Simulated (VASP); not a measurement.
All values below come from r2SCAN meta-GGA, VASP's PBE PAW potentials (set 64) (plane waves; VASP).

A VASP calculation is set up with these files.

### POSCAR
```
SnSe2 monolayer
1
    3.8436566772     0.0000000000     0.0000000000
   -1.9218283386     3.3287045429     0.0000000000
    0.0000000000     0.0000000000    20.4009409994
Se Sn
2 1
Direct
  0.6666670000   0.3333330000   0.4195070000
  0.3333330000   0.6666670000   0.5804930000
  0.0000000000   0.0000000000   0.5000000000
```

**KPOINTS**
```
Automatic mesh
0
Gamma
12 12 1
0 0 0
```

INCAR:
```
EDIFF=1E-5   # SCF stop (eV)
SIGMA=0.05
ENCUT=400   # plane-wave cut-off (eV)
ISIF=4   # ions and shape, fixed volume
IBRION=2   # conjugate gradients
LASPH=T
NSW=50
EDIFFG=-0.03   # ionic stop
LWAVE=T
LCHARG=F
LMAXMIX=4   # l cut-off of mixed one-centre charges
NELM=100   # most electronic steps
LREAL=F   # projection in real space or not
ALGO=Normal   # blocked Davidson
PREC=Normal
LMIXTAU=T
NELMIN=4
METAGGA=R2SCAN
ISMEAR=0   # Gaussian
SYSTEM=SnSe2 monolayer
```

POTCAR, in this order: Se Sn_d (PBE.64 set). Program: vasp_std.

The run wrote:

File OSZICAR:
```
...
DAV:  36    -0.545353441140E+02   -0.41293E-02   -0.55396E-03   648   0.582E-01    0.139E-01
DAV:  37    -0.545330305727E+02    0.23135E-02   -0.50850E-03   648   0.533E-01    0.143E-01
DAV:  38    -0.545339420948E+02   -0.91152E-03   -0.23318E-03   648   0.373E-01    0.133E-01
DAV:  39    -0.545289418205E+02    0.50003E-02   -0.48941E-03   648   0.483E-01    0.842E-02
DAV:  40    -0.545309612685E+02   -0.20194E-02   -0.58957E-04   648   0.157E-01    0.634E-02
DAV:  41    -0.545336717516E+02   -0.27105E-02   -0.29021E-03   653   0.353E-01    0.637E-02
DAV:  42    -0.545336986462E+02   -0.26895E-04   -0.10459E-04   885   0.105E-01    0.698E-02
DAV:  43    -0.545337041327E+02   -0.54865E-05   -0.14145E-04   648   0.132E-01    0.681E-02
DAV:  44    -0.545328307689E+02    0.87336E-03   -0.13513E-03   705   0.222E-01    0.622E-02
DAV:  45    -0.545260663758E+02    0.67644E-02   -0.17261E-03   846   0.290E-01    0.521E-02
DAV:  46    -0.545267536810E+02   -0.68731E-03   -0.85274E-05   789   0.618E-02    0.507E-02
DAV:  47    -0.545296383426E+02   -0.28847E-02   -0.23909E-04   648   0.128E-01    0.447E-02
DAV:  48    -0.545305452339E+02   -0.90689E-03   -0.66912E-05   744   0.614E-02    0.411E-02
DAV:  49    -0.545319655221E+02   -0.14203E-02   -0.11718E-04   682   0.805E-02    0.396E-02
DAV:  50    -0.545310060906E+02    0.95943E-03   -0.76115E-05   682   0.642E-02    0.306E-02
DAV:  51    -0.545317067552E+02   -0.70066E-03   -0.48949E-05   645   0.433E-02    0.218E-02
DAV:  52    -0.545324832633E+02   -0.77651E-03   -0.50253E-05   757   0.515E-02    0.178E-02
DAV:  53    -0.545329857650E+02   -0.50250E-03   -0.32065E-05   854   0.448E-02    0.130E-02
DAV:  54    -0.545334721710E+02   -0.48641E-03   -0.49058E-05   648   0.578E-02    0.118E-02
DAV:  55    -0.545334770154E+02   -0.48444E-05   -0.20172E-06   705   0.156E-02
   1 F= -.54533477E+02 E0= -.54533477E+02  d E =-.545335E+02
       N       E                     dE             d eps       ncg     rms          rms(c)
DAV:   1    -0.545969114080E+02   -0.63439E-01   -0.26611E+00   672   0.118E+01    0.109E+00
DAV:   2    -0.545706070054E+02    0.26304E-01   -0.16000E-01   863   0.343E+00    0.642E-01
DAV:   3    -0.545687567185E+02    0.18503E-02   -0.23052E-02   817   0.144E+00    0.238E-01
DAV:   4    -0.545747143501E+02   -0.59576E-02   -0.52052E-03   658   0.818E-01    0.705E-02
DAV:   5    -0.545692851955E+02    0.54292E-02   -0.40628E-03   652   0.600E-01    0.456E-02
DAV:   6    -0.545713556671E+02   -0.20705E-02   -0.13019E-03   650   0.348E-01    0.203E-02
DAV:   7    -0.545710223486E+02    0.33332E-03   -0.74663E-04   647   0.256E-01    0.163E-02
DAV:   8    -0.545707875290E+02    0.23482E-03   -0.23966E-04   704   0.148E-01    0.153E-02
DAV:   9    -0.545707532867E+02    0.34242E-04   -0.45697E-04   647   0.213E-01    0.674E-03
DAV:  10    -0.545714460327E+02   -0.69275E-03   -0.71870E-04   650   0.214E-01    0.443E-03
DAV:  11    -0.545715185781E+02   -0.72545E-04   -0.10555E-04   821   0.101E-01    0.531E-03
DAV:  12    -0.545715403232E+02   -0.21745E-04   -0.90184E-05   649   0.915E-02    0.147E-03
DAV:  13    -0.545715297806E+02    0.10543E-04   -0.12286E-05   633   0.374E-02    0.120E-03
DAV:  14    -0.545715565693E+02   -0.26789E-04   -0.58898E-06   493   0.272E-02    0.622E-04
DAV:  15    -0.545715554689E+02    0.11004E-05   -0.27962E-06   493   0.179E-02
   2 F= -.54571555E+02 E0= -.54571555E+02  d E =-.380785E-01
       N       E                     dE             d eps       ncg     rms          rms(c)
DAV:   1    -0.545745851350E+02   -0.30286E-02   -0.14548E-01   716   0.276E+00    0.250E-01
DAV:   2    -0.545724513621E+02    0.21338E-02   -0.85499E-03   756   0.922E-01    0.150E-01
DAV:   3    -0.545727544469E+02   -0.30308E-03   -0.18109E-03   841   0.515E-01    0.479E-02
DAV:   4    -0.545725384461E+02    0.21600E-03   -0.99056E-04   752   0.279E-01    0.182E-02
DAV:   5    -0.545728972870E+02   -0.35884E-03   -0.43859E-04   647   0.206E-01    0.118E-02
DAV:   6    -0.545728799308E+02    0.17356E-04   -0.54698E-05   688   0.735E-02    0.468E-03
DAV:   7    -0.545728444895E+02    0.35441E-04   -0.18244E-05   494   0.387E-02    0.437E-03
DAV:   8    -0.545729588727E+02   -0.11438E-03   -0.59871E-05   650   0.763E-02    0.370E-03
DAV:   9    -0.545730700890E+02   -0.11122E-03   -0.80250E-05   820   0.858E-02    0.221E-03
DAV:  10    -0.545731098530E+02   -0.39764E-04   -0.12390E-05   501   0.437E-02    0.110E-03
DAV:  11    -0.545731207409E+02   -0.10888E-04   -0.67754E-06   678   0.260E-02    0.107E-03
DAV:  12    -0.545731243494E+02   -0.36085E-05   -0.54759E-06   539   0.241E-02
   3 F= -.54573124E+02 E0= -.54573124E+02  d E =-.396473E-01
       N       E                     dE             d eps       ncg     rms          rms(c)
DAV:   1    -0.545731523321E+02   -0.31591E-04   -0.16344E-03   803   0.292E-01    0.263E-02
DAV:   2    -0.545731192244E+02    0.33108E-04   -0.96020E-05   653   0.110E-01    0.159E-02
DAV:   3    -0.545731224873E+02   -0.32630E-05   -0.31147E-05   674   0.665E-02    0.458E-03
DAV:   4    -0.545731097885E+02    0.12699E-04   -0.17652E-05   666   0.404E-02    0.199E-03
DAV:   5    -0.545731290617E+02   -0.19273E-04   -0.72665E-06   496   0.307E-02    0.148E-03
DAV:   6    -0.545731315778E+02   -0.25161E-05   -0.21116E-06   490   0.172E-02
   4 F= -.54573132E+02 E0= -.54573132E+02  d E =-.396546E-01
       N       E                     dE             d eps       ncg     rms          rms(c)
DAV:   1    -0.545790651118E+02   -0.59361E-02   -0.35079E-01   646   0.393E+00    0.392E-01
DAV:   2    -0.545770745236E+02    0.19906E-02   -0.18586E-02   805   0.142E+00    0.210E-01
DAV:   3    -0.545761261151E+02    0.94841E-03   -0.44025E-03   646   0.643E-01    0.116E-01
DAV:   4    -0.545758821913E+02    0.24392E-03   -0.31381E-03   680   0.497E-01    0.237E-02
DAV:   5    -0.545758391200E+02    0.43071E-04   -0.26789E-03   663   0.395E-01    0.125E-02
DAV:   6    -0.545763413045E+02   -0.50218E-03   -0.11018E-03   646   0.250E-01    0.116E-02
DAV:   7    -0.545765548534E+02   -0.21355E-03   -0.26182E-04   646   0.153E-01    0.741E-03
DAV:   8    -0.545766983592E+02   -0.14351E-03   -0.92232E-05   648   0.864E-02    0.628E-03
DAV:   9    -0.545765811167E+02    0.11724E-03   -0.15309E-04   646   0.971E-02    0.308E-03
DAV:  10    -0.545767831994E+02   -0.20208E-03   -0.99192E-05   694   0.805E-02    0.263E-03
DAV:  11    -0.545768040291E+02   -0.20830E-04   -0.16325E-05   682   0.409E-02    0.210E-03
DAV:  12    -0.545768045365E+02   -0.50740E-06   -0.52820E-06   722   0.208E-02
   5 F= -.54576805E+02 E0= -.54576805E+02  d E =-.367296E-02
       N       E                     dE             d eps       ncg     rms          rms(c)
DAV:   1    -0.546024375501E+02   -0.25634E-01   -0.31551E+00   646   0.118E+01    0.119E+00
DAV:   2    -0.545926755385E+02    0.97620E-02   -0.16689E-01   666   0.377E+00    0.625E-01
DAV:   3    -0.545849910450E+02    0.76845E-02   -0.24140E-02   647   0.138E+00    0.348E-01
DAV:   4    -0.545778497217E+02    0.71413E-02   -0.13960E-02   875   0.117E+00    0.660E-02
DAV:   5    -0.545849851663E+02   -0.71354E-02   -0.85250E-03   712   0.787E-01    0.355E-02
DAV:   6    -0.545798868640E+02    0.50983E-02   -0.35192E-03   646   0.489E-01    0.315E-02
DAV:   7    -0.545812865050E+02   -0.13996E-02   -0.17365E-03   646   0.307E-01    0.149E-02
DAV:   8    -0.545816920496E+02   -0.40554E-03   -0.40426E-04   813   0.193E-01    0.143E-02
DAV:   9    -0.545814899856E+02    0.20206E-03   -0.56732E-04   648   0.205E-01    0.832E-03
DAV:  10    -0.545820312843E+02   -0.54130E-03   -0.46523E-04   649   0.173E-01    0.718E-03
DAV:  11    -0.545821020881E+02   -0.70804E-04   -0.21403E-04   828   0.123E-01    0.410E-03
DAV:  12    -0.545821976027E+02   -0.95515E-04   -0.16287E-04   650   0.110E-01    0.309E-03
DAV:  13    -0.545822492838E+02   -0.51681E-04   -0.83449E-05   648   0.755E-02    0.116E-03
DAV:  14    -0.545822428091E+02    0.64746E-05   -0.36084E-05   616   0.635E-02
   6 F= -.54582243E+02 E0= -.54582243E+02  d E =-.911123E-02
```

### OUTCAR
```
------------------------ aborting loop because EDIFF is reached ----------------------------------------
  FORCE on cell =-STRESS in cart. coord.  units (eV):
  Direction    XX          YY          ZZ          XY          YZ          ZX
  --------------------------------------------------------------------------------------
  Total       -0.0997150     -0.0997150      0.0297412     -0.0000000      0.0000000      0.0000000
  in kB       -0.6120701     -0.6120702      0.1825570     -0.0000000      0.0000000      0.0000000
  external PRESSURE =      -0.3471944 kB  Pullay stress =       0.0000000 kB
  volume of cell :      261.02
      direct lattice vectors                 reciprocal lattice vectors
     3.841544924 -0.000000000 -0.000000000     0.260311937  0.150291159 -0.000000000
    -1.920772462  3.326875676  0.000000000     0.000000000  0.300582317 -0.000000000
    -0.000000000  0.000000000 20.423376772     0.000000000  0.000000000  0.048963500
 POSITION                                       TOTAL-FORCE (eV/Angst)
 -----------------------------------------------------------------------------------
      1.92077      1.10896      8.64043        -0.000000     -0.000000     -0.014283
     -0.00000      2.21792     11.78295         0.000000      0.000000      0.014283
     -0.00000      0.00000     10.21169         0.000000     -0.000000      0.000000
 -----------------------------------------------------------------------------------
    total drift:                                0.000000      0.000000      0.000000
  FREE ENERGIE OF THE ION-ELECTRON SYSTEM (eV)
  ---------------------------------------------------
  free  energy   TOTEN  =       -54.5822428091 eV

  energy  without entropy=      -54.5822428091  energy(sigma->0) =      -54.58224281

 reached required accuracy - stopping structural energy minimisation
```
(Selected blocks of OUTCAR.)

CONTCAR:
```
SnSe2 monolayer
   1.00000000000000
     3.8415449235589283   -0.0000000000000000   -0.0000000000000000
    -1.9207724617794641    3.3268756756302911    0.0000000000000000
    -0.0000000000000001    0.0000000000000004   20.4233767717642287
  Se              Sn
     2     1
Direct
     0.6666669999999968    0.3333330000000032    0.4230654763459987
     0.3333330000000032    0.6666669999999968    0.5769345236540012
     0.0000000000000000    0.0000000000000000    0.5000000000000000
```

The cell is a sheet with vacuum, built from SnSe2 (1T layered).
